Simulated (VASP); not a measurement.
Input for VASP

### KPOINTS
```
K-points
0
gamma
7 7 7
0 0 0
```

**POSCAR**
```
CaSe
1
    0.0000000000     3.0280056434     3.0280056434
    3.0280056434     0.0000000000     3.0280056434
    3.0280056434     3.0280056434     0.0000000000
Ca Se
1 1
Direct
  0.0000000000   0.0000000000   0.0000000000
  0.5000000000   0.5000000000   0.5000000000
```

**INCAR**
```
PREC = Accurate
ISIF = 3
GGA = ML
LASPH = .TRUE.
EDIFFG = -0.01
ZAB_VDW = -1.8867
LCHARG = .FALSE.
SIGMA = 0.05   ! width (eV)
ISMEAR = 0
IBRION = 2   ! conjugate gradients
LWAVE = .FALSE.
LMAXMIX = 4
EDIFF = 1E-6
ALGO = Normal
ENCUT = 520   ! plane-wave cut-off (eV)
LREAL = .FALSE.
LUSE_VDW = .TRUE.
AGGAC = 0.0
NSW = 60   ! most ionic steps
NELM = 100
SYSTEM = CaSe
```

POTCAR, in this order: Ca_sv Se (PBE.64 set). Program: vasp_std.

Task: Write an equivalent input for Quantum ESPRESSO's pw.x.

Result: One equivalent input (not run):
```
&CONTROL
  calculation = 'vc-relax'
  pseudo_dir = './pseudo'
  outdir = './out'
  tprnfor = .true.
  tstress = .true.
  nstep = 60
  forc_conv_thr = 0.00039
/
&SYSTEM
  ibrav = 0
  nat = 2
  ntyp = 2
  ecutwfc = 86
  occupations = 'smearing'
  smearing = 'gaussian'
  degauss = 0.003675
  input_dft = 'vdw-df2'
/
&ELECTRONS
  conv_thr = 7.3e-08
  electron_maxstep = 100
/
&IONS
/
&CELL
/
ATOMIC_SPECIES
  Ca 40.078 Ca.upf
  Se 78.971 Se.upf
CELL_PARAMETERS angstrom
     0.0000000    3.0280056    3.0280056
     3.0280056    0.0000000    3.0280056
     3.0280056    3.0280056    0.0000000
ATOMIC_POSITIONS crystal
  Ca   0.0000000  0.0000000  0.0000000
  Se   0.5000000  0.5000000  0.5000000
K_POINTS automatic
  7 7 7 0 0 0
```
The two are equivalent in intent, not identical: the potentials are each code's own (VASP's PAW set, PseudoDojo norm-conserving files in pw.x), so ENCUT and ecutwfc are chosen apart and not converted; conv_thr bounds pw.x's estimated SCF error, while EDIFF bounds the energy change between steps; forc_conv_thr acts on force components and is met together with etot_conv_thr.

The compound is CaSe in the rock salt structure. It was relaxed first, which changed the volume by +7 %. The start is the result of an earlier pass.
